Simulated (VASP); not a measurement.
Crystal: Al.

```
Al
1.0
     0.00000    2.01000    2.01000
     2.01000    0.00000    2.01000
     2.01000    2.01000    0.00000
Al
1
Cartesian
  0.0000 0.0000 0.0000
```

The cell was built by a generator and needn't be a form met in nature.

* Program: VASP 6.6.1
* Task: relaxation of cell and atoms
* Functional: revPBE
* Dispersion: D3(BJ)
* Potentials or basis: VASP PAW PBE potentials, release 64 (Al)
* Cutoff: 600 eV
* k mesh: 18 × 18 × 18
* Occupations: methfessel-paxton, width 0.1 eV
* Spin: no spin polarisation

At the start: pressure -4.5 GPa; volume 16.24 Å³/atom.

Q: Where does the relaxation end?

A: Over 3 steps the energy falls by 13.0 meV/atom and the volume is 15.36 Å³/atom (-5.4 %); space group Fm-3m (No. 225, to 0.05 Å).

Step by step:
| step | energy change (eV) | largest force (eV/Å) | pressure (GPa) | volume (Å³) |
| --- | --- | --- | --- | --- |
| 1 | 0.0000 | 0.0000 | -4.49 | 16.24 |
| 2 | -0.0124 | 0.0000 | 1.06 | 15.20 |
| 3 | -0.0130 | 0.0000 | 0.01 | 15.36 |

Final structure:
```
Al
1.0
     0.00000    1.97314    1.97314
     1.97314    0.00000    1.97314
     1.97314    1.97314    0.00000
Al
1
Cartesian
  0.0000 0.0000 0.0000
```

Caveat: the PAW data sets were made with another functional, which shifts forces and pressure a little; pairwise dispersion overbinds metals, which lowers pressure and volume.
